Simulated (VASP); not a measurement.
Write the native input for VASP 6.6.1 that does the following.

| Quantity | Value |
| --- | --- |
| Task | single point |
| Functional | LDA |
| Potentials or basis | VASP PAW LDA potentials, release 64 (Ga_d, N) |
| Cutoff | 520 eV |
| k mesh | 8 × 8 × 8 |
| Occupations | gaussian, width 0.1 eV |
| Spin | no spin polarisation |
| Dipole correction | no |
| Further INCAR settings | ALGO = Fast; EDIFF = 1e-06; NBANDS = 16 |

The structure of GaN lies in POSCAR:

```
GaN
1.0
    0.0000000000      2.2535006075      2.2535006075
    2.2535006075      0.0000000000      2.2535006075
    2.2535006075      2.2535006075      0.0000000000
Ga N
1 1
Direct
    0.0000000000      0.0000000000      0.0000000000
    0.7500000000      0.7500000000      0.7500000000
```

The cell is a database's computed one.

The input as run:

INCAR

```
PREC = Accurate
ENCUT = 520
EDIFF = 1E-6
ISMEAR = 0
SIGMA = 0.1
LREAL = False
LASPH = True
NELM = 80
ALGO = Fast
ISIF = 2
LWAVE = False
LCHARG = False
NBANDS = 16
```

KPOINTS

```
regular mesh
0
Gamma
  8 8 8
```

Potentials or basis: VASP PAW LDA potentials, release 64 (Ga_d, N).

Command:

```bash
$ cat potpaw_LDA.64/Ga_d/POTCAR potpaw_LDA.64/N/POTCAR > POTCAR
$ mpirun -np 1 vasp_std > vasp.out
```

It gave:

The pressure is -5.4 GPa and the band gap on the k mesh is 1.75 eV, direct.

Wall time 9.2 s on 1 thread of Intel(R) Xeon(R) Platinum 8488C (Sapphire Rapids) (shared host), peak memory 0.13 GiB.
